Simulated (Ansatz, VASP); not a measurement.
# PrPb: VASP beside Ansatz, part 2 of 2

Aim: how closely do two programs agree when they are given the same cell, functional and k mesh? The cell is invented: As first built, before any earlier steps moved the atoms (in the runner's words): it takes the DyZr structure with all of its atoms replaced by other elements, volume scaled by an estimate. It may not be a known or stable phase. The cell is taken from a series of VASP runs on this material, whose earlier steps may have relaxed, scaled or displaced it; both programs get it as it stands.

VASP 6.6.1 and Ansatz 0.2.0.

So far: The structure; VASP: relaxation of cell and atoms, LDA.

In doubt: a part-filled 4f shell, where there is one, can sit in one of many states, so energies may not be the lowest and differences between runs may mislead; derivatives with an open 4f shell can jump between states, which bears on forces and vibrations.

## Step 3: Ansatz: relaxation of cell and atoms, LDA

Level of this step: Ansatz beside VASP: Kohn-Sham DFT, plane waves, LDA (Ansatz).

Ansatz runs on its default PAW (the set named soft_2) files.

The same cell, functional (in two slightly different forms), mesh and smearing now go to Ansatz, which takes its cutoff from its data sets.

File input.yaml:

```yaml
crystal:
  lattice:
    - [3.3063382239, 0.0, 0.0]
    - [-1.653169112, 2.8633729914, 0.0]
    - [0.0, 0.0, 5.5855829999]
  atoms:
    - { symbol: Pb, position: [0.66666667, 0.33333333, 0.0] }
    - { symbol: Pr, position: [0.0, 0.0, 0.5], spin: 2.0 }
hamiltonian:
  xc: lda
  pseudopotentials: { kind: paw }
magnetization:
  spin_polarized: true
kpoints:
  mp_grid: { grid: [7, 7, 4] }
scf:
  occupations: { method: gaussian, width: 0.05 }
relax:
  f_tol: 0.01
  max_steps: 60
  cell: { stress_tol: 0.05 }
output:
  forces: true
  stress: true
  write_density: true
  write_potential: true
  elf: true
  volumetric_format: npy
```

On the command line:

```bash
> ansatz run input.yaml --threads 4 --pin off --max-ram 9216MiB --backend cpu --events-out ev --progress --plain --runs-dir out
```

Numbers of over 12 decimals in the logs are rounded to 6 here.

The program printed:

```text
Warning: where an SCF of this run starts from atoms to list the orders of its open shells, Pr (site 1, from 0) starts with 2.02 μB on its 4f shell, in the place of the 2.00 μB that the deck gives it: an open f shell starts with all that it can hold by Hund's first rule. To start from spheres of the given moment, type scf.initial_density.shell_occupations: []
band count auto-derived: 23 (N_el = 27.0; filled up to band 14; 19 by the electrons, moments and atoms)
Engine: ansatz 0.2.0, aarch64-unknown-linux-gnu
Pseudopotentials: kind: paw
Pseudopotential: Pb, paw, valence charge 14, recommended cutoff 420 eV (normal), Pb.paw.azcp
Pseudopotential: Pr, paw, valence charge 13, recommended cutoff 420 eV (normal), Pr.paw.azcp
Functional definition: SPW92
  exchange = slater_x
  correlation = pw_c
Crystal: 2 atoms, lattice volume = 52.880 Å³
Basis set: ecut = 420 eV, 1051 PW (Γ)
Bands: 23, of which v1, the nominal top of the filled ones, is band 14 counted from 1 (13 counted from 0)
Symmetry: 12 space group operations
Space group: P-6m2 (ITA 187), of the structure as read, at distance tolerance 3.8e-5 Å
Magnetic group: BNS 187.209 (UNI 1439), of the structure as read, at distance tolerance 3.8e-5 Å
k-points: 24 of 196 (time reversal used)
Non-local potential: Pb, projectors of the file, l = 0: 2, l = 1: 2, l = 2: 2, l = 3: 2
Non-local potential: Pr, projectors of the file, l = 0: 3, l = 1: 2, l = 2: 2, l = 3: 3
PAW form: soft (Blöchl's): semilocal exchange-correlation on the pseudo side does not see the compensation charge
PAW frozen core: Pb, regenerated for the run's functional, and the local potential with it (the file was generated under x = pbe(κ = 0.804, μ = 0.219515), c = pbe(β = 0.066725))
PAW frozen core: Pr, regenerated for the run's functional, and the local potential with it (the file was generated under x = pbe(κ = 0.804, μ = 0.219515), c = pbe(β = 0.066725))
PAW one-centre angular grid: Pb, 590 points (default); XC on 64 Gauss nodes
PAW one-centre angular grid: Pr, 590 points (default); XC on 64 Gauss nodes
Initial density: superposition of atomic densities (chi_scale 0.1, normalization cell, long waves kept (reshape's long-wave potential 0.01 eV rms))
Starting moments: Σ|m| = 2 μB on 1 of 2 sites
Initial wavefunctions: pseudopotential atomic-orbital guess
Functional: x = slater, c = lda
SCF iter   1: F=—  HF=-18361.693019 eV  |F-HF|=—  |Δ(HF+E_count)|=         —  Δρ=6.63e-2 (↑6.63e-2 ↓5.53e-2)  dr2=3.48e1  dr2_m=4.45e-1  M=2.411 μB ∫|m|=2.413 μB  β_m=0.30  ethr=3.10e-3  ⟨swp⟩=6.1  Hψ=5289  notcnv=0  defer=4
Mixer restart at iter 1: flushing history
preconditioner: auto → Kerker (q_TF=auto, 2.439 Å⁻¹)  [metal: Δε(μ)=0.002 eV  Ē_g=11.296 eV  σ=0.050 eV  W_gap=0.02  n_scr=10 (ndim 8)  ℏωp=25.5 eV  f_vac=0.000  D(μ)=10.07/eV (n_scr^D=160)]
spin=Collinear: Kerker preconditioning applied to the charge; magnetization (m = ρ↑ − ρ↓) channel mixes plain (no charge-response kernel on spin).
SCF iter   2: F=—  HF=-18358.811914 eV  |F-HF|=—  |Δ(HF+E_count)|=    2.88e0  Δρ=4.37e-2 (↑4.37e-2 ↓4.11e-2)  dr2=1.98e1  dr2_m=1.58e-1  M=2.162 μB ∫|m|=2.177 μB  β_m=0.64  ethr=3.10e-3  ⟨swp⟩=3.5  Hψ=2508  notcnv=0  defer=104
SCF iter   3: F=—  HF=-18355.060276 eV  |F-HF|=—  |Δ(HF+E_count)|=    3.75e0  Δρ=1.89e-2 (↑1.89e-2 ↓9.01e-3)  dr2=3.91e-1  dr2_m=7.46e-2  M=2.285 μB ∫|m|=2.322 μB  β_m=0.61  ethr=3.10e-3  ⟨swp⟩=3.5  Hψ=2730  notcnv=0  defer=104
SCF iter   4: F=—  HF=-18354.989295 eV  |F-HF|=—  |Δ(HF+E_count)|=   7.10e-2  Δρ=8.75e-3 (↑8.75e-3 ↓7.14e-3)  dr2=3.08e-2  dr2_m=2.48e-2  M=2.457 μB ∫|m|=2.470 μB  β_m=0.81  ethr=1.45e-3  ⟨swp⟩=2.6  Hψ=1862  notcnv=0  defer=102
SCF iter   5: F=—  HF=-18355.001649 eV  |F-HF|=—  |Δ(HF+E_count)|=   1.24e-2  Δρ=1.74e-3 (↑1.25e-3 ↓1.74e-3)  dr2=2.01e-3  dr2_m=8.29e-4  M=2.635 μB ∫|m|=2.644 μB  β_m=0.88  ethr=1.14e-4  ⟨swp⟩=2.5  Hψ=2083  notcnv=0  defer=102
SCF iter   6: F=—  HF=-18355.003847 eV  |F-HF|=—  |Δ(HF+E_count)|=   2.20e-3  Δρ=1.13e-3 (↑1.13e-3 ↓5.19e-4)  dr2=9.05e-4  dr2_m=1.66e-4  M=2.653 μB ∫|m|=2.662 μB  β_m=0.94  ethr=7.43e-6  ⟨swp⟩=2.1  Hψ=2073  notcnv=0  defer=102
SCF iter   7: F=—  HF=-18355.004735 eV  |F-HF|=—  |Δ(HF+E_count)|=   8.87e-4  Δρ=1.69e-4 (↑1.69e-4 ↓1.28e-4)  dr2=5.55e-5  dr2_m=1.68e-6  M=2.663 μB ∫|m|=2.672 μB  β_m=0.97  ethr=3.35e-6  ⟨swp⟩=2.0  Hψ=2095  notcnv=0  defer=102
SCF iter   8: F=—  HF=-18355.004770 eV  |F-HF|=—  |Δ(HF+E_count)|=   3.54e-5  Δρ=1.56e-4 (↑1.56e-4 ↓5.04e-5)  dr2=1.49e-5  dr2_m=3.69e-6  M=2.662 μB ∫|m|=2.671 μB  β_m=0.98  ethr=2.06e-7  ⟨swp⟩=2.0  Hψ=1754  notcnv=0  defer=102
SCF iter   9: F=—  HF=-18355.004784 eV  |F-HF|=—  |Δ(HF+E_count)|=   1.35e-5  Δρ=4.78e-5 (↑4.78e-5 ↓2.27e-5)  dr2=1.06e-6  dr2_m=4.41e-7  M=2.661 μB ∫|m|=2.670 μB  β_m=0.99  ethr=5.52e-8  ⟨swp⟩=2.0  Hψ=1778  notcnv=0  defer=102
SCF iter  10: F=—  HF=-18355.004785 eV  |F-HF|=—  |Δ(HF+E_count)|=   1.23e-6  Δρ=7.16e-6 (↑7.16e-6 ↓5.15e-6)  dr2=8.69e-8  dr2_m=4.10e-9  M=2.660 μB ∫|m|=2.669 μB  β_m=1.00  ethr=3.93e-9  ⟨swp⟩=2.0  Hψ=1781  notcnv=0  defer=102
SCF iter  11: F=-18355.004785 eV  HF=-18355.004785 eV  |F-HF|=3.09e-8  |Δ(HF+E_count)|=   1.49e-9  Δρ=8.00e-6 (↑8.00e-6 ↓9.01e-7)  dr2=3.30e-8  dr2_m=7.69e-9  M=2.660 μB ∫|m|=2.669 μB  ethr=3.22e-10  ⟨swp⟩=5.4  Hψ=5740  notcnv=0
SCF 1 converged in 11 iterations: F = -18355.004785 eV  dr2 = 3.30e-8
  greatest PAW one-centre occupation: 0.990 electrons in one spin orbital (limit 2), on the Pr atom at site 1 (counted from 0), in its partial waves of l = 0
relax step   1: F+E_penalty+E_count = -18355.00478473 eV  Δ(F+E_penalty+E_count) = +0.000e0 eV  max|allowed force component| = 6.939e-17 eV/Å  Δτ_max = 0.0000 Å  P = -0.329 GPa  Ω = 52.880 Å³  (11 SCF iters, dr2 threshold 1.00e-7 eV, accepted)
[...]
relax step   2: F+E_penalty+E_count = -18355.00528790 eV  Δ(F+E_penalty+E_count) = -5.032e-4 eV  max|allowed force component| = 3.701e-17 eV/Å  Δτ_max = 0.0000 Å  P = +0.102 GPa  Ω = 52.470 Å³  energy of the carried Pulay correction = +1.296e-4 eV  (8 SCF iters, dr2 threshold 2.00e-7 eV, accepted)
[...]
relax step   3: F+E_penalty+E_count = -18355.00531402 eV  Δ(F+E_penalty+E_count) = -2.612e-5 eV  max|allowed force component| = 1.388e-17 eV/Å  Δτ_max = 0.0000 Å  P = +0.007 GPa  Ω = 52.542 Å³  energy of the carried Pulay correction = +1.074e-4 eV  (7 SCF iters, dr2 threshold 1.12e-7 eV, accepted)
[...]
relax step   4: F+E_penalty+E_count = -18355.00522400 eV  Δ(F+E_penalty+E_count) = +9.002e-5 eV  max|allowed force component| = 2.313e-17 eV/Å  Δτ_max = 0.0000 Å  P = +0.005 GPa  Ω = 52.542 Å³  stress off target by 2.84e-2 GPa  SCF on the basis re-selected at this cell (its energy is not comparable with the rows above)  (7 SCF iters)
basis re-selected at this cell: Δ(F+E_penalty+E_count) = +9.002e-5 eV, ΔP = -0.002 GPa vs the last step (what re-selecting the basis moved, of the pressure what is left beyond the Pulay correction that the steps carried, after the strain that the cell walked since its last selection, with what the two solves' SCF thresholds leave and, on support functions, any second-order correction that the steps lacked; it is no m [...]
SCF converged after 7 iterations
Magnetization: 2.6620 μB (14.8310 up, 12.1690 down)
Absolute magnetization: 2.6701 μB (∫|ρ↑−ρ↓|, with the PAW one-centre terms)
Spin contamination: 0.0230 ħ² per cell (⟨S²⟩ above its minimum at these occupations)
Per-site moments (μB) at R_I (Å): [(0.011078, 1.359519), (2.364748, 1.359519)]
Free energy (F): -18355.005224 eV
Harris-Foulkes:  -18355.005224 eV  (|F-HF|=2.55e-11)
Internal energy: -18354.995943 eV  (E = F + TS)
E sigma→0 (E₀):  -18355.000584 eV
Entropy (-TS):   -0.009281 eV (-4.640 meV/atom)
Fermi energy:    14.395649 eV
--- Per-component energies (eV) ---
  E_band       = 19.143105
  E_kinetic    = 640.743703
  E_local      = -1396.843976  (includes V_loc(G=0)·N_el)
  E_nonlocal   = 422.095002
  E_hartree    = 540.880149
  E_xc         = -442.967872
  E_vxc        = -381.255536  (∫ρ·V_xc dr)
  E_paw        = -15568.976894  (= ΣΔE_a)
  E_vpaw       = -347.356362  (= ΣTr[D̂ρ^β])
  E_aug_tail   = 0.000050  (compensation charges beyond the density's cutoff)
  E_ewald      = -2550.418884
  E_core_change = 0.492779  (= ΣΔE_core)
  E_smearing   = -0.009281  (= −TS)
  E_closure    = 0.000000  (closes the sum)
  Σ components = -18355.005224   (vs F -18355.005224, Δ=0.00e0)
--- Forces (eV/Å), atoms counted from 1 ---
  atom   1  Pb    -0.00000000     0.00000000     0.00000000
  atom   2  Pr    -0.00000000     0.00000000     0.00000000
  max |Σ_I F_I| component: 6.48e-17 eV/Å
--- Stress (GPa, compression-positive) ---
       -0.007390      -0.000000       0.000000
       -0.000000      -0.007390       0.000000
        0.000000       0.000000       0.028442
  P = ⅓ Tr σ = 0.0046 GPa (0.046 kbar)
--- Band table (eV; the first three rows and the last of 48) ---
  k-point 0 ↑: bands = [... 10 lower, 12.4974, 12.7134, 14.0282, 14.3114, 14.4809, 14.4809, 14.6981, 14.6981, ... 5 higher]
  k-point 1 ↑: bands = [... 10 lower, 11.0629, 13.2179, 14.0267, 14.2574, 14.4690, 14.4690, 14.7030, 14.7030, ... 5 higher]
  k-point 2 ↑: bands = [... 10 lower, 10.1190, 13.3173, 14.0239, 14.2286, 14.4580, 14.4580, 14.7071, 14.7071, ... 5 higher]
  k-point 23 ↓: bands = [... 10 lower, 11.7967, 13.4076, 14.3944, 15.5143, 15.6216, 15.7750, 15.8184, 15.9520, ... 5 higher]
--- Relaxed structure (3 steps of the walk, 3 accepted, 1 SCFs on fresh bases) ---
  F+E_penalty+E_count = -18355.00522400 eV   max|allowed force component| = 2.313e-17 eV/Å   (the final SCF, on the basis selected at the relaxed cell)
  cell:  # Å, volume = 52.5423 Å³
    - [3.295804, 2.8775649519604994e-11, 0.0]
    - [-1.647902, 2.854250, 0.0]
    - [0.0, 0.0, 5.585415]
  atoms:
    - { symbol: Pb, position: [0.666667, 0.333333, 0.0] }
    - { symbol: Pr, position: [-9.251858607474686e-18, -1.8503717008154222e-17, 0.5] }
```

Elapsed: 8.9 s, on 4 threads of Arm Neoverse V2, shared host; peak memory 0.4 GiB.

## Step 4: Differences

Known differences besides the potentials themselves: the two LDA forms differ slightly; both relaxations stop at a tolerance, which leaves soft axes loose, and VASP keeps its plane-wave basis; the cutoff is 420 eV in Ansatz and 440 eV in VASP; Ansatz makes its cores anew for this functional, VASP keeps those of its PBE data sets; VASP's log shows a relativistic correction to its local exchange, Ansatz's none; Ansatz adds a Pulay correction to the stress that steers its cell, VASP none; site moments are counted in spheres of each program's own size. Total energies have different zeros and are not compared.

Both answers:

```
                                         quantity  Ansatz   VASP  difference
                                      volume (Å³)   52.54  52.52     +0.05 %
edge a after relaxation, in the typed setting (Å)   3.296  3.294     +0.06 %
edge c after relaxation, in the typed setting (Å)   5.585  5.590     -0.08 %
                                total moment (μB)    2.66   2.64       +0.02
                               moment on Pr2 (μB)    2.37   2.17       +0.20
```

The walks stopped with 0.00 GPa left in Ansatz and 0.02 GPa in VASP; each walk ends within a tolerance, so the volume difference is uncertain by about these residues over the bulk modulus, most in soft cells.

## Step 5: Results

```json
{"difference in edge c after relaxation, in the typed setting (relaxation of cell and atoms, LDA)": "-0.081 %"}
```

What this shows: The difference in edge c after relaxation, in the typed setting is -0.081 % (relaxation of cell and atoms, LDA), within the 1.2 % picked in this series as the mark of a large difference, as far as the stopping tolerances let one tell. Such differences can come from data sets, numerical settings and the points named under the comparisons, not from the functional's error against experiment.

[Lines on the potential files, build, host, timing and source positions are cut from VASP's logs without a mark.]

[Logs are printed without paths, hosts, clocks, repeated set-up lines and the standing remarks that a program may print on its own settings, such as how far it seeks lower states.]

[Hosts, paths, dates, database ids (printed as entryN), source tags and the programs' standing remarks are cut or masked in the printed files.]
